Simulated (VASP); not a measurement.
Data:

```xyz
2
Lattice="0.0000 2.1634 2.1634 2.1634 0.0000 2.1634 2.1634 2.1634 0.0000" Properties=species:S:1:pos:R:3 pbc="T T T"
Ti     2.1634     2.1634     2.1634
C      0.0000     0.0000     0.0000
```

All values below come from SCAN meta-GGA, VASP's PBE PAW potentials (set 64) (plane waves; VASP 6.6.1). Numerical set-up: 520 eV cut-off, 16×16×16 Γ-centred mesh, tetrahedra with Blöchl corrections, potentials Ti_sv C.

Task: The job: TiC (space group Fm-3m), 2 atoms, SCAN, static run, 520 eV, 16×16×16 Γ-centred mesh. Roughly how much core time does it take on a busy server core?

Result: About 70 core-seconds (one run on a shared machine, a rough figure). It had 145 irreducible k-points, 12 bands, up to 560 plane waves and 21 electronic steps.

The structure comes from a measured TiC entry (Fm-3m) of the Crystallography Open Database, whose conditions weren't checked. It was relaxed first.
